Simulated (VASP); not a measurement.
# TiSi2: cell size and functional

How much does the relaxed cell of TiSi2 depend on the functional? The starting structure is a measured crystal structure from the Crystallography Open Database. The first relaxation on each setting starts from this cell expanded by 3 % in volume.

Calculated with VASP 6.6.1; Kohn-Sham DFT with plane waves and PAW; PBEsol, LDA, PBE, PBEsol + D3(BJ), r2SCAN, r2SCAN + rVV10, rev-vdW-DF2 and TPSS.

### Step 1. Set-up

Symmetry: Fddd, No. 70, orthorhombic system. Conventional cell: a = 4.800 Å, b = 8.268 Å, c = 8.552 Å, α = 90.00°, β = 90.00°, γ = 90.00°. Nearest to Ti lie 10 Si at 2.55 to 2.78 Å. Nearest to Si lie 5 Si at 2.53 to 2.80 Å and 5 Ti at 2.55 to 2.78 Å. Farther neighbours are not listed.

Structure file:

```cif
data_structure
_symmetry_space_group_name_H-M 'Fddd:1'
_symmetry_Int_Tables_number 70
_cell_length_a 4.8002
_cell_length_b 8.2680
_cell_length_c 8.5521
_cell_angle_alpha 90.000
_cell_angle_beta 90.000
_cell_angle_gamma 90.000
_cell_volume 339.42
loop_
_atom_site_label
_atom_site_type_symbol
_atom_site_symmetry_multiplicity
_atom_site_Wyckoff_symbol
_atom_site_fract_x
_atom_site_fract_y
_atom_site_fract_z
_atom_site_occupancy
Ti1 Ti 8 b 0.50000 0.00000 0.00000 1
Si1 Si 16 f 0.50000 0.33672 0.00000 1
```

### Step 2. Relaxation with PBEsol

PBEsol restores the gradient expansion of exchange and is tuned for the cells of solids. This run starts from the cell of an earlier relaxation, which isn't shown; the restart sets up the plane waves anew.

INCAR reads:

```
SYSTEM = TiSi2
PREC = Accurate
ENCUT = 450
EDIFF = 1E-06
NELM = 100
ISMEAR = 1
SIGMA = 0.15
LREAL = .FALSE.
ALGO = Normal
GGA = PS
NBANDS = 26
LASPH = .TRUE.
LORBIT = 11
LWAVE = .FALSE.
LCHARG = .FALSE.
KPAR = 16
IBRION = 2
NSW = 50
ISIF = 3
EDIFFG = -0.006
```

POSCAR reads:

```
TiSi2
1.0
    0.0000000000      4.0910651244      4.2486936107
    2.3811549968      0.0000000000      4.2486936107
    2.3811549968      4.0910651244      0.0000000000
Ti Si
2 4
Direct
    0.5000000000      0.5000000000      0.5000000000
    0.7500000000      0.7500000000      0.7500000000
    0.8361383607      0.1638616393      0.8361383607
    0.1638616393      0.8361383607      0.1638616393
    0.4138616393      0.0861383607      0.4138616393
    0.0861383607      0.4138616393      0.0861383607
```

KPOINTS reads:

```
Automatic mesh
0
Gamma
10 10 10
0 0 0
```

PAW data sets: Ti_sv and Si (PBE family, release 64).

Command:

```console
mpirun -np 16 vasp_std
```

Output:

```text
[banner, memory and clock lines left out]
running   16 mpi-ranks, on    1 nodes
 distrk:  each k-point on    1 cores,   16 groups
 distr:  one band on    1 cores,    1 groups

 POSCAR found type information on POSCAR TiSi
 POSCAR found :  2 types and       6 ions
|                                                                             |
|           W    W    AA    RRRRR   N    N  II  N    N   GGGG   !!!           |
|           W    W   A  A   R    R  NN   N  II  NN   N  G    G  !!!           |
|           W    W  A    A  R    R  N N  N  II  N N  N  G       !!!           |
|           W WW W  AAAAAA  RRRRR   N  N N  II  N  N N  G  GGG   !            |
|           WW  WW  A    A  R   R   N   NN  II  N   NN  G    G                |
|           W    W  A    A  R    R  N    N  II  N    N   GGGG   !!!           |
|                                                                             |
|     For optimal performance we recommend to set                             |
|       NCORE = 2 up to number-of-cores-per-socket                            |
|     NCORE specifies how many cores store one orbital (NPAR=cpu/NCORE).      |
|     This setting can greatly improve the performance of VASP for DFT.       |
|     The default, NCORE=1 might be grossly inefficient on modern             |
|     multi-core architectures or massively parallel machines. Do your        |
|     Unfortunately you need to use the default for GW and RPA                |
|     calculations (for HF NCORE is supported but not extensively tested      |
|     yet).                                                                   |
|                                                                             |

|                                                                             |
|               ----> ADVICE to this user running VASP <----                  |
|                                                                             |
|     You enforced a specific xc type in the INCAR file but a different       |
|     [... a line on the potential file left out ...]
|     I HOPE YOU KNOW WHAT YOU ARE DOING!                                     |
|                                                                             |

 LDA part: xc-table for (Slater+PW92), standard interpolation
 POSCAR, INCAR and KPOINTS ok, starting setup
 FFT: planning ... GRIDC
 FFT: planning ... GRID_SOFT
 FFT: planning ... GRID
 WAVECAR not read
 entering main loop
       N       E                     dE             d eps       ncg     rms          rms(c)
DAV:   1     0.363507297449E+03    0.36351E+03   -0.17749E+04  8900   0.149E+03
DAV:   2    -0.471686408168E+00   -0.36398E+03   -0.35770E+03  8910   0.439E+02
DAV:   3    -0.441555286622E+02   -0.43684E+02   -0.42869E+02 15744   0.126E+02
DAV:   4    -0.471828792856E+02   -0.30274E+01   -0.30174E+01 12104   0.310E+01
DAV:   5    -0.473768743026E+02   -0.19400E+00   -0.19395E+00 14146   0.682E+00    0.196E+01
DAV:   6    -0.442974530200E+02    0.30794E+01   -0.38226E+01 12742   0.454E+01    0.691E+00
DAV:   7    -0.437623732929E+02    0.53508E+00   -0.72490E+00 11984   0.196E+01    0.528E+00
DAV:   8    -0.436860106718E+02    0.76363E-01   -0.76845E-01 12302   0.699E+00    0.104E+00
DAV:   9    -0.436784458528E+02    0.75648E-02   -0.12569E-01 12604   0.299E+00    0.501E-01
DAV:  10    -0.436790156951E+02   -0.56984E-03   -0.42477E-03 11898   0.536E-01    0.193E-01
DAV:  11    -0.436789973553E+02    0.18340E-04   -0.31266E-03 14164   0.418E-01    0.122E-01
DAV:  12    -0.436789451690E+02    0.52186E-04   -0.79693E-04 12692   0.219E-01    0.151E-02
DAV:  13    -0.436789423029E+02    0.28660E-05   -0.43032E-05 12264   0.586E-02    0.151E-02
DAV:  14    -0.436789415535E+02    0.74947E-06   -0.34142E-06 11358   0.154E-02
   1 F= -.43678942E+02 E0= -.43678911E+02  d E =-.436789E+02
 curvature:   0.00 expect dE= 0.000E+00 dE for cont linesearch  0.000E+00
 trial: gam= 0.00000 g(F)=  0.731E-08 g(S)=  0.175E-05 ort = 0.000E+00 (trialstep = 0.100E+01)
 search vector abs. value=  0.176E-05
 reached required accuracy - stopping structural energy minimisation
```

Run time: 17 s. Hardware: 16 MPI ranks of Intel Xeon 6975P-C (Granite Rapids), shared host; peak memory 6.5 GiB.

The logs omit lines about the potential files and the build; timing stands in the text.

OUTCAR, selected parts (step 2):

```text
ion  position               nearest neighbor table
   1  0.500  0.500  0.500-   5 2.54   5 2.54   6 2.54   6 2.54   4 2.73   4 2.73   3 2.73   3 2.73
                             4 2.75   3 2.75
   2  0.750  0.750  0.750-   3 2.54   3 2.54   4 2.54   4 2.54   6 2.73   5 2.73   6 2.73   5 2.73
                             6 2.75   5 2.75
   3  0.836  0.164  0.836-   5 2.52   5 2.52   2 2.54   2 2.54   4 2.68   1 2.73   1 2.73   1 2.75
                             4 2.77   4 2.77
   4  0.164  0.836  0.164-   6 2.52   6 2.52   2 2.54   2 2.54   3 2.68   1 2.73   1 2.73   1 2.75
                             3 2.77   3 2.77
   5  0.414  0.086  0.414-   3 2.52   3 2.52   1 2.54   1 2.54   6 2.68   2 2.73   2 2.73   2 2.75
                             6 2.77   6 2.77
   6  0.086  0.414  0.086-   4 2.52   4 2.52   1 2.54   1 2.54   5 2.68   2 2.73   2 2.73   2 2.75
                             5 2.77   5 2.77

  LATTYP: Found a face centered orthorhombic cell.
 ALAT       =     4.7623099936
 B/A-ratio  =     1.7181011441
 C/A-ratio  =     1.7842994750

 Subroutine GETGRP returns: Found  8 space group operations
 (whereof  4 operations were pure point group operations)

The static configuration has the point symmetry D_2 .
 The point group associated with its full space group is D_2h.

 Found    171 irreducible k-points:

   k-points           NKPTS =    171   k-points in BZ     NKDIM =    171   number of bands    NBANDS=     26

   dimension x,y,z NGX =    42 NGY =   36 NGZ =   36
   dimension x,y,z NGXF=    84 NGYF=   72 NGZF=   72

   ENCUT  =  450.0 eV  33.07 Ry    5.75 a.u.  10.20  8.42  8.19*2*pi/ulx,y,z

   NELECT =      40.0000    total number of electrons

 k-points in reciprocal lattice and weights: Automatic mesh
   0.00000000  0.00000000  0.00000000       0.001
   0.10000000  0.00000000  0.00000000       0.008
   0.20000000  0.00000000  0.00000000       0.008
   0.30000000 -0.00000000  0.00000000       0.008
   0.40000000  0.00000000  0.00000000       0.008
   0.50000000  0.00000000  0.00000000       0.004
   0.10000000  0.10000000  0.00000000       0.002
   0.20000000  0.10000000  0.00000000       0.008
   0.30000000  0.10000000  0.00000000       0.008
[...]
-0.10000000  0.40000000  0.50000000       0.002
   0.00000000  0.50000000  0.50000000       0.001

 average (electrostatic) potential at core
       1 -69.6642       2 -69.6642       3 -78.6313       4 -78.6313       5 -78.6313
       6 -78.6313

 E-fermi :  10.2594

 k-point     1 :       0.0000    0.0000    0.0000
  band No.  band energies     occupation
    ...
     17       7.9675      2.00000
     18       8.2474      2.00000
     19       8.5030      2.00000
     20       8.8789      2.00000
     21       9.3228      2.00000
     22      12.3510     -0.00000
     23      13.4473      0.00000
     24      13.7159      0.00000
     25      13.7257      0.00000
     26      13.8657      0.00000

 k-point     2 :       0.1000    0.0000    0.0000
  band No.  band energies     occupation
    ...
     17       7.9106      2.00000
     18       8.1985      2.00000
     19       8.8760      2.00000
     20       8.9137      2.00000
     21       9.3018      2.00000
     22      12.2457     -0.00000
     23      13.4010      0.00000
     24      13.4687      0.00000
     25      13.6984      0.00000
     26      13.8157      0.00000

 k-point     3 :       0.2000    0.0000    0.0000
  band No.  band energies     occupation
    ...
     17       8.3334      2.00000
     18       8.4635      2.00000
     19       9.0773      2.00000
     20       9.1183      2.00000
     21       9.5575      2.00000
     22      11.9420     -0.00000
     23      13.1014     -0.00000
     24      13.1846     -0.00000
     25      13.3589      0.00000
     26      13.4513      0.00000

  Total        0.0042664      0.0140827     -0.0013193      0.0000000      0.0000000      0.0000000
  in kB        0.0825786      0.2725751     -0.0255348      0.0000000      0.0000000      0.0000000
  external PRESSURE =       0.1098730 kB  Pullay stress =       0.0000000 kB

  energy-cutoff  :      450.00
  volume of cell :       82.78
      direct lattice vectors                 reciprocal lattice vectors
     0.000000000  4.091065124  4.248693611    -0.209982131  0.122217561  0.117683233
     2.381154997  0.000000000  4.248693611     0.209982131 -0.122217561  0.117683233
     2.381154997  4.091065124  0.000000000     0.209982131  0.122217561 -0.117683233

 POSITION                                       TOTAL-FORCE (eV/Angst)
 -----------------------------------------------------------------------------------
      2.38115      4.09107      4.24869        -0.000000     -0.000000     -0.000000
      3.57173      6.13660      6.37304         0.000000     -0.000000      0.000000
      2.38115      6.84139      4.24869        -0.000000     -0.000195      0.000000
      2.38115      1.34074      4.24869        -0.000000      0.000195      0.000000
      1.19058      3.38627      2.12435         0.000000      0.000195     -0.000000
      1.19058      0.70480      2.12435         0.000000     -0.000195     -0.000000
 -----------------------------------------------------------------------------------
    total drift:                               -0.000000     -0.000000      0.000000

  FREE ENERGIE OF THE ION-ELECTRON SYSTEM (eV)
  ---------------------------------------------------
  free  energy   TOTEN  =       -43.6789415535 eV

  energy  without entropy=      -43.6788510965  energy(sigma->0) =      -43.67891140

 reached required accuracy - stopping structural energy minimisation

 total charge
# of ion       s       p       d       tot
------------------------------------------
    1        2.178   6.174   2.087  10.439
    2        2.178   6.174   2.087  10.439
    3        0.770   0.868   0.000   1.638
    4        0.770   0.868   0.000   1.638
    5        0.770   0.868   0.000   1.638
    6        0.770   0.868   0.000   1.638
--------------------------------------------------
tot          7.436  15.819   4.175  27.429

[... 3 further parts left out ...]
```

CONTCAR:

```
TiSi2
   1.00000000000000
     0.0000000000000000    4.0910651244000000    4.2486936107000002
     2.3811549967999999    0.0000000000000000    4.2486936107000002
     2.3811549967999999    4.0910651244000000    0.0000000000000000
  Ti              Si
     2     4
Direct
     0.5000000000000000    0.5000000000000000    0.5000000000000000
     0.7500000000000000    0.7500000000000000    0.7500000000000000
     0.8361383606999979    0.1638616393000021    0.8361383606999979
     0.1638616393000021    0.8361383606999979    0.1638616393000021
     0.4138616393000021    0.0861383606999979    0.4138616393000021
     0.0861383606999979    0.4138616393000021    0.0861383606999979
```

The PAW data sets were made with PBE, which is usual practice but a small mismatch for other functionals. The run keeps the 8 symmetry operations of its start, so it cannot find a distortion of lower symmetry.

With PBEsol the relaxed cell holds 13.796 Å³ an atom, -2.45 % against the measured cell, with a = 4.762 Å, b = 8.182 Å and c = 8.497 Å. Pressures at 0.985 and 1.015 times this volume, from two more relaxations that aren't shown, give a bulk modulus of 150.9 GPa.

### Step 3. Relaxation with LDA

LDA, the lowest rung, knows the local density alone. This run starts from the cell of an earlier relaxation, which isn't shown; the restart sets up the plane waves anew.

INCAR: that of step 2 with these lines changed.

```diff
@@ -9,3 +9,3 @@
 ALGO = Normal
-GGA = PS
+GGA = CA
 NBANDS = 26
```

POSCAR reads:

```
TiSi2
1.0
    0.0000000000      4.0638352181      4.2181545838
    2.3646765399      0.0000000000      4.2181545838
    2.3646765399      4.0638352181      0.0000000000
Ti Si
2 4
Direct
    0.5000000000      0.5000000000      0.5000000000
    0.7500000000      0.7500000000      0.7500000000
    0.8356447589      0.1643552411      0.8356447589
    0.1643552411      0.8356447589      0.1643552411
    0.4143552411      0.0856447589      0.4143552411
    0.0856447589      0.4143552411      0.0856447589
```

KPOINTS is that of step 2.

PAW data sets: Ti_sv and Si (LDA family, release 64).

Command:

```console
mpirun -np 16 vasp_std
```

Output:

```text
[banner, memory and clock lines left out]
running   16 mpi-ranks, on    1 nodes
[...]
[... a notice as in an earlier step ...]

 LDA part: xc-table for (Slater(with rela. corr.)+CA(PZ))
 , standard interpolation
 POSCAR, INCAR and KPOINTS ok, starting setup
[...]
entering main loop
       N       E                     dE             d eps       ncg     rms          rms(c)
DAV:   1     0.360726428474E+03    0.36073E+03   -0.17722E+04  8892   0.149E+03
DAV:   2    -0.239607088908E+01   -0.36312E+03   -0.35691E+03  8908   0.440E+02
DAV:   3    -0.452061272319E+02   -0.42810E+02   -0.42152E+02 15668   0.125E+02
DAV:   4    -0.481795875282E+02   -0.29735E+01   -0.29631E+01 12168   0.307E+01
[...]
DAV:  12    -0.449458032780E+02    0.37694E-04   -0.67687E-04 12766   0.204E-01    0.169E-02
DAV:  13    -0.449458001050E+02    0.31731E-05   -0.45519E-05 12134   0.597E-02    0.134E-02
DAV:  14    -0.449457997447E+02    0.36028E-06   -0.30275E-06 10328   0.149E-02
   1 F= -.44945800E+02 E0= -.44945848E+02  d E =-.449458E+02
[...]
reached required accuracy - stopping structural energy minimisation
```

Elapsed: 15 s, on 16 MPI ranks; peak memory 5.9 GiB; 3.9 min of CPU time.

From OUTCAR (step 3):

```text
  Total        0.0145461      0.0111383      0.0083649      0.0000000      0.0000000      0.0000000
  in kB        0.2874733      0.2201256      0.1653139      0.0000000      0.0000000      0.0000000
  external PRESSURE =       0.2243043 kB  Pullay stress =       0.0000000 kB

 POSITION                                       TOTAL-FORCE (eV/Angst)
 -----------------------------------------------------------------------------------
      2.36468      4.06384      4.21815         0.000000      0.000000     -0.000000
      3.54701      6.09575      6.32723         0.000000      0.000000      0.000000
      2.36468      6.79185      4.21815         0.000000      0.000869      0.000000
      2.36468      1.33583      4.21815         0.000000     -0.000869      0.000000
      1.18234      3.36774      2.10908         0.000000     -0.000869     -0.000000
      1.18234      0.69609      2.10908         0.000000      0.000869     -0.000000
 -----------------------------------------------------------------------------------
    total drift:                               -0.000000     -0.000000      0.000000

  FREE ENERGIE OF THE ION-ELECTRON SYSTEM (eV)
  ---------------------------------------------------
  free  energy   TOTEN  =       -44.9457997447 eV

  energy  without entropy=      -44.9459436019  energy(sigma->0) =      -44.94584770

[... 2 parts as in an earlier step ...]

[... 2 further parts left out ...]
[key lines of the parts left out:]
E-fermi :  10.4811
```

With LDA the relaxed cell holds 13.512 Å³ an atom, -4.46 % against the measured cell, with a = 4.729 Å, b = 8.128 Å and c = 8.436 Å. That is -2.06 % from PBEsol. Pressures at 0.985 and 1.015 times this volume, from two more relaxations that aren't shown, give a bulk modulus of 156.9 GPa.

### Step 4. Relaxation with PBE

PBE, the usual starting point, adds the gradient of the density. This run starts from the cell of an earlier relaxation, which isn't shown; the restart sets up the plane waves anew.

INCAR: that of step 3 with these lines changed.

```diff
@@ -9,3 +9,3 @@
 ALGO = Normal
-GGA = CA
+GGA = PE
 NBANDS = 26
```

POSCAR reads:

```
TiSi2
1.0
    0.0000000000      4.1342241032      4.2781549094
    2.4032850937      0.0000000000      4.2781549094
    2.4032850937      4.1342241032      0.0000000000
Ti Si
2 4
Direct
    0.5000000000      0.5000000000      0.5000000000
    0.7500000000      0.7500000000      0.7500000000
    0.8367762998      0.1632237002      0.8367762998
    0.1632237002      0.8367762998      0.1632237002
    0.4132237002      0.0867762998      0.4132237002
    0.0867762998      0.4132237002      0.0867762998
```

KPOINTS is that of step 3.

The projector-augmented-wave data sets are Ti_sv and Si (PBE family, release 64).

Command:

```console
mpirun -np 16 vasp_std
```

Output:

```text
[banner, memory and clock lines left out]
running   16 mpi-ranks, on    1 nodes
[...]
[... a notice as in an earlier step ...]

 LDA part: xc-table for (Slater+PW92), standard interpolation
 POSCAR, INCAR and KPOINTS ok, starting setup
[...]
entering main loop
       N       E                     dE             d eps       ncg     rms          rms(c)
DAV:   1     0.362876971918E+03    0.36288E+03   -0.17689E+04  8892   0.148E+03
DAV:   2     0.200458884305E+01   -0.36087E+03   -0.35474E+03  8908   0.436E+02
DAV:   3    -0.410942164690E+02   -0.43099E+02   -0.42305E+02 15722   0.125E+02
DAV:   4    -0.441758191292E+02   -0.30816E+01   -0.30719E+01 12112   0.310E+01
[...]
DAV:  12    -0.407018728668E+02    0.73973E-04   -0.89880E-04 12728   0.221E-01    0.151E-02
DAV:  13    -0.407018716608E+02    0.12060E-05   -0.27175E-05 12082   0.471E-02    0.151E-02
DAV:  14    -0.407018707314E+02    0.92944E-06   -0.28879E-06 11380   0.147E-02
   1 F= -.40701871E+02 E0= -.40701831E+02  d E =-.407019E+02
[...]
reached required accuracy - stopping structural energy minimisation
```

The job ended after 17 s (16 MPI ranks; peak memory 6.6 GiB).

OUTCAR, selected parts (step 4):

```text
  Total       -0.0000908     -0.0013911      0.0036499      0.0000000      0.0000000      0.0000000
  in kB       -0.0017120     -0.0262168      0.0687864      0.0000000      0.0000000      0.0000000
  external PRESSURE =       0.0136192 kB  Pullay stress =       0.0000000 kB

 POSITION                                       TOTAL-FORCE (eV/Angst)
 -----------------------------------------------------------------------------------
      2.40329      4.13422      4.27815         0.000000     -0.000000     -0.000000
      3.60493      6.20134      6.41723         0.000000     -0.000000      0.000000
      2.40329      6.91884      4.27815        -0.000000      0.002309      0.000000
      2.40329      1.34961      4.27815        -0.000000     -0.002309      0.000000
      1.20164      3.41672      2.13908         0.000000     -0.002309      0.000000
      1.20164      0.71751      2.13908         0.000000      0.002309      0.000000
 -----------------------------------------------------------------------------------
    total drift:                               -0.000000     -0.000000      0.000000

  FREE ENERGIE OF THE ION-ELECTRON SYSTEM (eV)
  ---------------------------------------------------
  free  energy   TOTEN  =       -40.7018707314 eV

  energy  without entropy=      -40.7017527120  energy(sigma->0) =      -40.70183139

[... 2 parts as in an earlier step ...]

[... 2 further parts left out ...]
[key lines of the parts left out:]
E-fermi :  10.0229
```

With PBE the relaxed cell holds 14.169 Å³ an atom, +0.19 % against the measured cell, with a = 4.807 Å, b = 8.268 Å and c = 8.556 Å. That is +2.70 % from PBEsol. Pressures at 0.985 and 1.015 times this volume, from two more relaxations that aren't shown, give a bulk modulus of 139.5 GPa.

(Part 1 of 3 ends here.)

[Lines on the potential files, build, host, timing and source positions are cut from VASP's logs without a mark.]

[Logs are printed without paths, hosts, clocks, repeated set-up lines and the standing remarks that a program may print on its own settings, such as how far it seeks lower states.]

[Hosts, paths, dates, database ids (printed as entryN), source tags and the programs' standing remarks are cut or masked in the printed files.]
